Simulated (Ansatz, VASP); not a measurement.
**BaAlH6: VASP beside Ansatz**

INCAR

```
  PREC = Accurate
  ENCUT = 600
  EDIFF = 1E-6
  ISMEAR = 0
  SIGMA = 0.1
  LREAL = False
  LASPH = True
  NELM = 100
  ALGO = Normal
  ISIF = 3
  LWAVE = False
  LCHARG = False
  GGA = PE
  IBRION = 2
  NSW = 100
  EDIFFG = -0.01
```

Contents of KPOINTS:

```
regular mesh
0
Gamma
  8 8 8
```

Contents of POSCAR:

```
BaAlH6
1.0
    0.0000000000      3.8680435032      3.8680435032
    3.8680435032      0.0000000000      3.8680435032
    3.8680435032      3.8680435032      0.0000000000
Ba Al H
1 1 6
Direct
    0.5000000000      0.5000000000      0.5000000000
    0.2500000000      0.2500000000      0.2500000000
    0.0257534105      0.4742465895      0.4742465895
    0.4742465895      0.0257534105      0.0257534105
    0.4742465895      0.4742465895      0.0257534105
    0.0257534105      0.0257534105      0.4742465895
    0.0257534105      0.4742465895      0.0257534105
    0.4742465895      0.0257534105      0.4742465895
```

Input for Ansatz:

```yaml
crystal:
  lattice:
    - [0.0, 3.8680435032, 3.8680435032]
    - [3.8680435032, 0.0, 3.8680435032]
    - [3.8680435032, 3.8680435032, 0.0]
  atoms:
    - { symbol: Ba, position: [0.5, 0.5, 0.5] }
    - { symbol: Al, position: [0.25, 0.25, 0.25] }
    - { symbol: H, position: [0.0257534105, 0.4742465895, 0.4742465895] }
    - { symbol: H, position: [0.4742465895, 0.0257534105, 0.0257534105] }
    - { symbol: H, position: [0.4742465895, 0.4742465895, 0.0257534105] }
    - { symbol: H, position: [0.0257534105, 0.0257534105, 0.4742465895] }
    - { symbol: H, position: [0.0257534105, 0.4742465895, 0.0257534105] }
    - { symbol: H, position: [0.4742465895, 0.0257534105, 0.4742465895] }
basis:
  ecutwfc: 420
kpoints:
  mp_grid: { grid: [8, 8, 8] }
hamiltonian:
  xc: pbe
scf:
  occupations: { method: gaussian, width: 0.1 }
output:
  forces: true
  stress: true
  eigenvalues: true
relax:
  adjacent_minimum: "off"
  f_tol: 0.01
  max_steps: 80
  cell: { stress_tol: 0.05 }
```

Alike in both runs: task relaxation of cell and atoms; functional PBE; k mesh 8 × 8 × 8; occupations gaussian, width 0.1 eV; no spin polarisation.

|  | VASP | Ansatz |
| --- | --- | --- |
| version | VASP 6.6.1 | Ansatz 0.2.0 |
| potentials or method | VASP PAW PBE potentials, release 64 (Ba_sv, Al, H) | scalar-relativistic, plane waves, PAW |
| plane-wave cutoff (eV) | 600 | 420 |
| valence electrons in the cell | 19 | 19 |

Ansatz gave:

| Quantity | Value |
| --- | --- |
| gap on the k mesh at the Fermi level, each at its own relaxed structure (eV) | none |
| relaxed volume (Å³/atom) | 14.63 |
| relaxed cell length with the largest relative difference (Å) | 5.491 |

Q: Estimate VASP's values.

A: gap on the k mesh at the Fermi level, each at its own relaxed structure (eV): none; relaxed volume (Å³/atom): 14.79; relaxed cell length with the largest relative difference (Å): 5.511.

A gap of «none» marks a metal or a gap that the smearing closes.

Spin-orbit coupling is left out, which matters for the levels of Ba.
